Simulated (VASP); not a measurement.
Given:

```
CELL_PARAMETERS angstrom
      0.00000     2.41955     2.41955
      2.41955     0.00000     2.41955
      2.41955     2.41955     0.00000
ATOMIC_POSITIONS crystal
  Ca 0.00000 0.00000 0.00000
  O  0.50000 0.50000 0.50000
```

Calculation: PBE GGA, VASP's PBE PAW potentials (set 64) (plane waves; VASP). Numerical set-up: 520 eV cut-off, 9×9×9 Γ-centred mesh, Gaussian smearing of 0.010 eV, potentials Ca_sv O.

Question: Give the electronic dielectric tensor ε∞ (DFPT, local fields included).

Answer: 
```
3.78  0.00  0.00
0.00  3.78  0.00
0.00  0.00  3.78
```

Question: Give the Born effective charges.

Answer: 
| atom | Z*xx | Z*yy | Z*zz | mean |
|---|---|---|---|---|
| Ca1 | 2.35 | 2.35 | 2.35 | 2.35 |
| O2 | -2.35 | -2.35 | -2.35 | -2.35 |

Question: And the static tensor with the ions free?

Answer: 
```
16.3  0.00  0.00
0.00  16.3  0.00
0.00  0.00  16.3
```

Question: Which frequencies do the optical Γ-point modes have (no LO-TO splitting)?

Answer: 259 (×3) cm⁻¹.

The compound is CaO in the rock salt structure. It was relaxed first.
